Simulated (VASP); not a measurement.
# A VASP study of MgO (r2SCAN): structure first, properties next, part 3 of 6

Aim: relax MgO with r2SCAN, compute its properties on that cell and hold them against experiment. Left out of this account: at least 1 further run (core levels: core levels are not valid at this level). The start is a cell from a database of measured crystal structures.

VASP 6.6.1, plane waves and PAW; the level of theory is named at each step.

So far, least gap on mesh and path (eV): step 5 (bands along the symmetry lines (r2SCAN)) 5.73. The relaxed cell has a = 4.195 Å (conventional setting).

### 7. Zone-centre phonons (r2SCAN)

Level of this step: r2SCAN; plane waves and PAW (Mg, O) (VASP).

Zone-centre modes test whether the atoms sit at a minimum within this cell. IBRION = 6 takes the force constants from differences of forces between displaced cells, so the forces must be tight.

Contents of INCAR:

```
SYSTEM = MgO
PREC = Accurate
ENCUT = 520
EDIFF = 1E-08
NELM = 100
ISMEAR = 0
SIGMA = 0.05
LREAL = .FALSE.
ALGO = Normal
METAGGA = R2SCAN
LASPH = .TRUE.
NBANDS = 10
LORBIT = 11
LWAVE = .FALSE.
LCHARG = .FALSE.
KPAR = 2
IBRION = 6
NFREE = 2
POTIM = 0.015
ISIF = 2
NSW = 1
```

Contents of POSCAR:

```
MgO
1.0
    0.0000000000      2.0973980938      2.0973980938
    2.0973980938      0.0000000000      2.0973980938
    2.0973980938      2.0973980938      0.0000000000
Mg O
1 1
Direct
    0.0000000000      0.0000000000      0.0000000000
    0.5000000000      0.5000000000      0.5000000000
```

Contents of KPOINTS:

```
Automatic mesh
0
Gamma
8 8 8
0 0 0
```

The projector-augmented-wave data sets are Mg and O (PBE family, release 64).

Started as:

```console
> mpirun -np 2 vasp_std
```

Output:

```text
[... set-up lines as in an earlier step ...]
 entering main loop
       N       E                     dE             d eps       ncg     rms          rms(c)
[... 11 cycles as in an earlier step ...]
DAV:  12    -0.161613668974E+02   -0.12122E-05   -0.38589E-07   654   0.488E-03    0.310E-03
DAV:  13    -0.161613667592E+02    0.13825E-06   -0.73739E-07   626   0.611E-03    0.111E-04
DAV:  14    -0.161613665094E+02    0.24982E-06   -0.27462E-09   324   0.568E-04    0.861E-05
DAV:  15    -0.161613664452E+02    0.64192E-07   -0.52450E-10   324   0.159E-04    0.214E-05
DAV:  16    -0.161613664249E+02    0.20299E-07   -0.62440E-11   318   0.759E-05    0.670E-06
DAV:  17    -0.161613664213E+02    0.35781E-08   -0.25252E-12   314   0.121E-05
   1 F= -.16161366E+02 E0= -.16161366E+02  d E =-.859563E-14
 Found     2 degrees of freedom:
 Finite differences POTIM= 0.01500 DOF=   2
 bond charge predicted
       N       E                     dE             d eps       ncg     rms          rms(c)
DAV:   1    -0.161607313189E+02    0.63511E-03   -0.10478E-02  1188   0.787E-01    0.241E-02
DAV:   2    -0.161607473563E+02   -0.16037E-04   -0.15427E-04  1324   0.106E-01    0.150E-02
DAV:   3    -0.161607472255E+02    0.13079E-06   -0.11049E-05  1316   0.332E-02    0.270E-03
DAV:   4    -0.161607475567E+02   -0.33126E-06   -0.15830E-06  1306   0.108E-02    0.143E-03
DAV:   5    -0.161607475611E+02   -0.43930E-08   -0.92793E-08  1282   0.287E-03
   2 F= -.16160748E+02 E0= -.16160748E+02  d E =-.608391E-14
[...]
3 F= -.16160748E+02 E0= -.16160748E+02  d E =-.608324E-14
[...]
4 F= -.16160713E+02 E0= -.16160713E+02  d E =-.621351E-14
 Finite differences progress:
  Degree of freedom:   2/  2
  Displacement:        1/  2
  Total:               3/  4
 bond charge predicted
       N       E                     dE             d eps       ncg     rms          rms(c)
DAV:   1    -0.161661869216E+02   -0.54734E-02   -0.41654E+00  1180   0.170E+01    0.246E-01
DAV:   2    -0.161611631406E+02    0.50238E-02   -0.39566E-02  1306   0.185E+00    0.125E-01
DAV:   3    -0.161606607740E+02    0.50237E-03   -0.13796E-03  1278   0.341E-01    0.375E-02
DAV:   4    -0.161607054455E+02   -0.44671E-04   -0.33141E-04  1266   0.158E-01    0.242E-02
DAV:   5    -0.161607127695E+02   -0.73240E-05   -0.27106E-05  1280   0.474E-02    0.124E-02
DAV:   6    -0.161607134772E+02   -0.70770E-06   -0.28323E-06  1304   0.179E-02    0.198E-03
DAV:   7    -0.161607134251E+02    0.52074E-07   -0.35434E-07  1380   0.588E-03    0.438E-04
DAV:   8    -0.161607134324E+02   -0.73111E-08   -0.34698E-08  1244   0.171E-03
   5 F= -.16160713E+02 E0= -.16160713E+02  d E =-.620610E-14
 Finite differences progress:
  Degree of freedom:   2/  2
  Displacement:        2/  2
  Total:               4/  4
```

Run time: 65 s. Hardware: 2 MPI ranks of Intel Xeon Platinum 8259CL at 2.50GHz (Skylake/Cascade Lake), shared host; peak memory 0.29 GiB.

Parts of OUTCAR (step 7):

```text
   NELECT =       8.0000    total number of electrons

 E-fermi :   3.1115

 k-point     1 :       0.0000    0.0000    0.0000
  band No.  band energies     occupation
      1     -15.3973      2.00000
      2       2.8663      2.00000
      3       2.8666      2.00000
      4       2.8666      2.00000
      5       8.5961      0.00000
      6      19.7733      0.00000
      7      19.7738      0.00000
      8      19.7738      0.00000
      9      23.9530      0.00000
    ...

  Total        0.0105394      0.0006869      0.0006869     -0.0000000      0.0000000      0.0000000
  in kB        0.9150703      0.0596426      0.0596426     -0.0000000      0.0000000      0.0000000
  external PRESSURE =       0.3447852 kB  Pullay stress =       0.0000000 kB

 POSITION                                       TOTAL-FORCE (eV/Angst)
 -----------------------------------------------------------------------------------
      0.00000      0.00000      0.00000        -0.089261      0.000000      0.000000
      2.08240      2.09740      2.09740         0.089261      0.000000      0.000000
 -----------------------------------------------------------------------------------
    total drift:                               -0.004159     -0.000001     -0.000001

  FREE ENERGIE OF THE ION-ELECTRON SYSTEM (eV)
  ---------------------------------------------------
  free  energy   TOTEN  =       -16.1607134324 eV

  energy  without entropy=      -16.1607134324  energy(sigma->0) =      -16.16071343

 Eigenvectors and eigenvalues of the dynamical matrix
 ----------------------------------------------------

   1 f  =   12.219602 THz    76.778022 2PiTHz  407.602037 cm-1    50.536189 meV
             X         Y         Z           dx          dy          dz
      0.000000  0.000000  0.000000     0.037127    0.624469    0.000000
      2.097398  2.097398  2.097398    -0.046302   -0.778792    0.000000

   2 f  =   12.219602 THz    76.778022 2PiTHz  407.602037 cm-1    50.536189 meV
             X         Y         Z           dx          dy          dz
      0.000000  0.000000  0.000000     0.000000    0.000000   -0.625571
      2.097398  2.097398  2.097398     0.000000    0.000000    0.780167

   3 f  =   12.219602 THz    76.778022 2PiTHz  407.602037 cm-1    50.536189 meV
             X         Y         Z           dx          dy          dz
      0.000000  0.000000  0.000000    -0.624469    0.037127    0.000000
      2.097398  2.097398  2.097398     0.778792   -0.046302    0.000000

   4 f/i=    0.070437 THz     0.442567 2PiTHz    2.349519 cm-1     0.291303 meV
             X         Y         Z           dx          dy          dz
      0.000000  0.000000  0.000000    -0.579952   -0.521839    0.000000
      2.097398  2.097398  2.097398    -0.465031   -0.418433    0.000000

   5 f/i=    0.070437 THz     0.442567 2PiTHz    2.349519 cm-1     0.291303 meV
             X         Y         Z           dx          dy          dz
      0.000000  0.000000  0.000000     0.000000    0.000000    0.780167
      2.097398  2.097398  2.097398     0.000000    0.000000    0.625571

   6 f/i=    0.070437 THz     0.442567 2PiTHz    2.349519 cm-1     0.291303 meV
             X         Y         Z           dx          dy          dz
      0.000000  0.000000  0.000000    -0.521839    0.579952    0.000000
      2.097398  2.097398  2.097398    -0.418433    0.465031    0.000000

 ELASTIC MODULI CONTR FROM IONIC RELAXATION (kBar)
 Direction    XX          YY          ZZ          XY          YZ          ZX
 --------------------------------------------------------------------------------
 XX           0.0000      0.0000      0.0000      0.0000      0.0000      0.0000
 YY           0.0000      0.0000      0.0000      0.0000      0.0000      0.0000
 ZZ           0.0000      0.0000      0.0000      0.0000      0.0000      0.0000
 XY           0.0000      0.0000      0.0000      0.0000      0.0000      0.0000
 YZ           0.0000      0.0000      0.0000      0.0000      0.0000      0.0000
 ZX           0.0000      0.0000      0.0000      0.0000      0.0000      0.0000
 --------------------------------------------------------------------------------

[... 8 parts as in an earlier step ...]

[... 9 further parts left out ...]
```

CONTCAR:

```
MgO
   1.00000000000000
     0.0000000000000000    2.0973980937999999    2.0973980937999999
     2.0973980937999999    0.0000000000000000    2.0973980937999999
     2.0973980937999999    2.0973980937999999    0.0000000000000000
  Mg              O
     1     1
Direct
     0.0000000000000000    0.0000000000000000    0.0000000000000000
     0.5035758590713755    0.4964241409286247    0.4964241409286247
```

The last energy, forces, stress and levels in OUTCAR belong to the last displaced cell, not to the cell of POSCAR.

This step gave:

```yaml
bands: 10
irreducible_k_points: 29
pressure_of_the_cell: 0.01134 GPa
largest_force_of_the_cell: 0 eV/Å
```

Transverse limit, no LO-TO splitting. The modes at Γ (shares of kinetic energy by element, %):

```csv
mode,frequency (cm⁻¹),symmetry,Mg %,O %
1,-2.3,acoustic,61,39
2,-2.3,acoustic,61,39
3,-2.3,acoustic,61,39
4,407.6,T1u,39,61
5,407.6,T1u,39,61
6,407.6,T1u,39,61
```

Displacements in mode 5 (407.6 cm⁻¹), the largest set to 1:
```
Mg1  0.00  0.00 -0.65
O2   0.00  0.00  1.00
```

The three acoustic modes lie within 2.3 cm⁻¹ of zero, and all others are real. By the characters of their eigenvectors the optical modes sort into (cm⁻¹) infrared active: T1u 408.

[end of part 3 of 6]

[Lines on the potential files, build, host, timing and source positions are cut from VASP's logs without a mark.]

[Logs are printed without paths, hosts, clocks, repeated set-up lines and the standing remarks that a program may print on its own settings, such as how far it seeks lower states.]

[Hosts, paths, dates, database ids (printed as entryN), source tags and the programs' standing remarks are cut or masked in the printed files.]

[A measured line is paired with the nearest computed mode of its activity, which favours agreement.]

[In band tables of VASP the shares of atoms and orbitals are scaled to a sum of 1 inside the atoms' spheres.]
